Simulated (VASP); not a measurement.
OSZICAR of a VASP run on FeGe (space group P2_13):

File OSZICAR:
```
       N       E                     dE             d eps       ncg     rms          rms(c)
DAV:   1     0.751158991511E+03    0.75116E+03   -0.25346E+04  1160   0.286E+03
DAV:   2     0.911713992969E+02   -0.65999E+03   -0.62400E+03   960   0.641E+02
DAV:   3    -0.461139910451E+02   -0.13729E+03   -0.12900E+03   964   0.195E+02
DAV:   4    -0.545361642819E+02   -0.84222E+01   -0.82685E+01  1112   0.588E+01
DAV:   5    -0.546900756152E+02   -0.15391E+00   -0.15350E+00  1088   0.846E+00    0.289E+01
DAV:   6    -0.597324445843E+02   -0.50424E+01   -0.50374E+01  1168   0.650E+01    0.268E+01
DAV:   7    -0.518861952906E+02    0.78462E+01   -0.23738E+01  1100   0.499E+01    0.716E+00
DAV:   8    -0.520248376313E+02   -0.13864E+00   -0.20824E+00  1052   0.635E+00    0.354E+00
DAV:   9    -0.519518510067E+02    0.72987E-01   -0.15922E-01  1152   0.309E+00    0.135E+00
DAV:  10    -0.519409405289E+02    0.10910E-01   -0.23421E-02  1100   0.109E+00    0.424E-01
DAV:  11    -0.519398682710E+02    0.10723E-02   -0.34640E-03  1120   0.470E-01    0.153E-01
DAV:  12    -0.519398768740E+02   -0.86030E-05   -0.53951E-04  1212   0.150E-01    0.695E-02
DAV:  13    -0.519398657870E+02    0.11087E-04   -0.65427E-05  1216   0.601E-02    0.290E-02
DAV:  14    -0.519398724055E+02   -0.66185E-05   -0.23332E-05   992   0.306E-02    0.149E-02
DAV:  15    -0.519398735821E+02   -0.11765E-05   -0.19827E-06   736   0.124E-02    0.516E-03
DAV:  16    -0.519398737155E+02   -0.13349E-06   -0.28464E-07   524   0.348E-03
   1 F= -.51939874E+02 E0= -.51822873E+02  d E =-.234001E+00  mag=     4.0817
```

Which electronic solver shows in the log?

It is blocked Davidson (ALGO = Normal, or the opening steps of other solvers). The INCAR had ALGO = Normal.

How was spin treated?

Collinear spin (ISPIN = 2): the summary line carries one mag value, 4.08 μB in the cell.

Can the final energy be trusted as converged?

The calculation finished and met its thresholds. It stopped with EDIFF = 1E-6, NELM = 100 (PBE GGA, plane waves, VASP's PBE PAW potentials (set 64)).  The run has a spin-polarised start.

The structure comes from a computed database's FeGe entry; how it stands against other phases isn't given here. The cell was not relaxed at this level, and its volume differs by -5.9 % from the start's. The k-mesh is coarse (spacing up to 0.45 per Å, 2π included), so the numbers may not be converged in it.
